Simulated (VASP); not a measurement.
Computed with PBEsol GGA, VASP's PBE PAW potentials (set 64) (plane waves; VASP).

Input for VASP

**KPOINTS**
```
kpoints
0
G
5 5 5
```

INCAR:
```
! general
SYSTEM  = ZnFe3C
PREC    = Accurate
ENCUT   = 400   ! plane-wave cut-off (eV)
LREAL   = .FALSE.   ! projection in real space or not
LASPH   = .TRUE.

! electronic loop
EDIFF   = 1E-6
NELM    = 100   ! most electronic steps
ALGO    = Normal
LMAXMIX = 4   ! l cut-off of mixed one-centre charges

! smearing
ISMEAR  = -1   ! Fermi-Dirac
SIGMA   = 0.1

! functional
GGA     = PS   ! PBEsol

! spin
ISPIN   = 2   ! spin-polarised
MAGMOM  = 2*0.0 3*4.0

! ions
ISIF    = 2

! output
LWAVE   = .FALSE.
LCHARG  = .FALSE.
LORBIT  = 11   ! lm-projected
```

POSCAR:
```
ZnFe3C
1
    3.8190060000     0.0000000000     0.0000000000
    0.0000000000     3.8190060000     0.0000000000
    0.0000000000     0.0000000000     3.8190060000
Zn C Fe
1 1 3
Direct
  0.0000000000   0.0000000000   0.0000000000
  0.5000000000   0.5000000000   0.5000000000
  0.0000000000   0.5000000000   0.5000000000
  0.5000000000   0.5000000000   0.0000000000
  0.5000000000   0.0000000000   0.5000000000
```

POTCAR, in this order: Zn C Fe (PBE.64 set). Program: vasp_std.

What VASP printed:

File OSZICAR:
```
       N       E                     dE             d eps       ncg     rms          rms(c)
DAV:   1     0.271338205737E+03    0.27134E+03   -0.15476E+04  1200   0.152E+03
DAV:   2    -0.171168854766E+02   -0.28846E+03   -0.27246E+03  1200   0.346E+02
DAV:   3    -0.437099084119E+02   -0.26593E+02   -0.25054E+02  1474   0.122E+02
DAV:   4    -0.446966402641E+02   -0.98673E+00   -0.98144E+00  1364   0.230E+01
DAV:   5    -0.447203802852E+02   -0.23740E-01   -0.23732E-01  1394   0.330E+00    0.307E+01
DAV:   6    -0.408188573459E+02    0.39015E+01   -0.48650E+01  1628   0.101E+02    0.182E+01
DAV:   7    -0.381208595728E+02    0.26980E+01   -0.14199E+01  1462   0.796E+01    0.977E+00
DAV:   8    -0.381177712671E+02    0.30883E-02   -0.19874E+00  1428   0.164E+01    0.315E+00
DAV:   9    -0.380744272329E+02    0.43344E-01   -0.16408E-01  1462   0.510E+00    0.114E+00
DAV:  10    -0.380676010979E+02    0.68261E-02   -0.15487E-02  1424   0.200E+00    0.585E-01
DAV:  11    -0.380662134717E+02    0.13876E-02   -0.53919E-03  1338   0.695E-01    0.211E-01
DAV:  12    -0.380662085013E+02    0.49704E-05   -0.24931E-04  1536   0.204E-01    0.723E-02
DAV:  13    -0.380662132914E+02   -0.47900E-05   -0.41572E-05  1554   0.648E-02    0.283E-02
DAV:  14    -0.380662134265E+02   -0.13510E-06   -0.45499E-06  1198   0.238E-02
   1 F= -.38066213E+02 E0= -.37997125E+02  d E =-.138177E+00  mag=     4.2293
```

OUTCAR:
```
------------------------ aborting loop because EDIFF is reached ----------------------------------------
  FORCE on cell =-STRESS in cart. coord.  units (eV):
  Direction    XX          YY          ZZ          XY          YZ          ZX
  --------------------------------------------------------------------------------------
  Total       -5.3509462     -5.3509462     -5.3509462     -0.0000000     -0.0000000      0.0000000
  in kB     -153.9182594   -153.9182594   -153.9182594     -0.0000000     -0.0000000      0.0000000
  external PRESSURE =    -153.9182594 kB  Pullay stress =       0.0000000 kB
  volume of cell :       55.70
      direct lattice vectors                 reciprocal lattice vectors
     3.819006000  0.000000000  0.000000000     0.261848240  0.000000000  0.000000000
     0.000000000  3.819006000  0.000000000     0.000000000  0.261848240  0.000000000
     0.000000000  0.000000000  3.819006000     0.000000000  0.000000000  0.261848240
 POSITION                                       TOTAL-FORCE (eV/Angst)
 -----------------------------------------------------------------------------------
      0.00000      0.00000      0.00000         0.000000      0.000000      0.000000
      1.90950      1.90950      1.90950         0.000000      0.000000      0.000000
      0.00000      1.90950      1.90950         0.000000      0.000000      0.000000
      1.90950      1.90950      0.00000         0.000000      0.000000      0.000000
      1.90950      0.00000      1.90950         0.000000      0.000000      0.000000
 -----------------------------------------------------------------------------------
    total drift:                                0.000000      0.000000      0.000000
  FREE ENERGIE OF THE ION-ELECTRON SYSTEM (eV)
  ---------------------------------------------------
  free  energy   TOTEN  =       -38.0662134265 eV

  energy  without entropy=      -37.9280367717  energy(sigma->0) =      -37.99712510

 total charge

# of ion       s       p       d       tot
------------------------------------------
    1        0.580   0.487   9.740  10.807
    2        0.893   1.556   0.000   2.449
    3        0.417   0.583   6.369   7.369
    4        0.417   0.583   6.369   7.369
    5        0.417   0.583   6.369   7.369
--------------------------------------------------
tot          2.725   3.791  28.846  35.362

 magnetization (x)

# of ion       s       p       d       tot
------------------------------------------
    1       -0.028  -0.063   0.017  -0.074
    2       -0.012  -0.105   0.000  -0.118
    3       -0.003  -0.016   1.518   1.499
    4       -0.003  -0.016   1.518   1.499
    5       -0.003  -0.016   1.518   1.499
--------------------------------------------------
tot         -0.050  -0.216   4.572   4.305
```
(Selected blocks of OUTCAR.)

OUTCAR:
```
 val. band max:        5.0997958047   @ k =   0.2000   0.0000   0.0000

 cond. band min:       5.1324467385   @ k =   0.2000   0.0000   0.0000


 Fermi energy:         5.1046589609

 spin component 1

 k-point     1 :       0.0000    0.0000    0.0000
  band No.  band energies     occupation
      1      -8.2821      1.00000
      2      -2.0509      1.00000
      3      -1.8815      1.00000
      4      -1.8815      1.00000
      5      -1.7314      1.00000
      6      -1.7314      1.00000
      7      -1.7314      1.00000
      8       1.7111      1.00000
      9       1.7111      1.00000
     10       1.7111      1.00000
     11       2.0696      1.00000
     12       2.0696      1.00000
     13       2.0696      1.00000
     14       2.3330      1.00000
     15       2.3330      1.00000
     16       3.6392      1.00000
     17       3.6392      1.00000
     18       3.6392      1.00000
     19       3.8987      0.99999
     20       3.8987      0.99999
     21       4.7563      0.97021
     22       4.7774      0.96348
     23       4.7774      0.96348
     24       4.7774      0.96348
     25       8.5972      0.00000
     26       9.6456      0.00000
     27       9.6456      0.00000
     28       9.6456      0.00000
     29      11.7923      0.00000
     30      11.7923      0.00000

 k-point     2 :       0.2000    0.0000    0.0000
  band No.  band energies     occupation
      1      -8.0193      1.00000
      2      -1.9753      1.00000
      3      -1.8420      1.00000
      4      -1.7234      1.00000
      5      -1.7234      1.00000
      6      -1.7129      1.00000
      7      -1.7103      1.00000
      8       0.7568      1.00000
      9       1.3721      1.00000
     10       1.3721      1.00000
     11       1.7412      1.00000
     12       2.1301      1.00000
     13       2.1301      1.00000
     14       2.2242      1.00000
     15       2.5248      1.00000
     16       3.5722      1.00000
...
```

At this cut-off the stress carries a Pulay error, which pulls relaxed volumes low.

The structure was generated: ZnFe3C was put into an ordered model structure, which need not be its known phase. The cell was not relaxed at this level, and its volume differs by -5.9 % from the start's. The k-mesh is coarse (spacing up to 0.33 per Å, 2π included), so the numbers may not be converged in it.
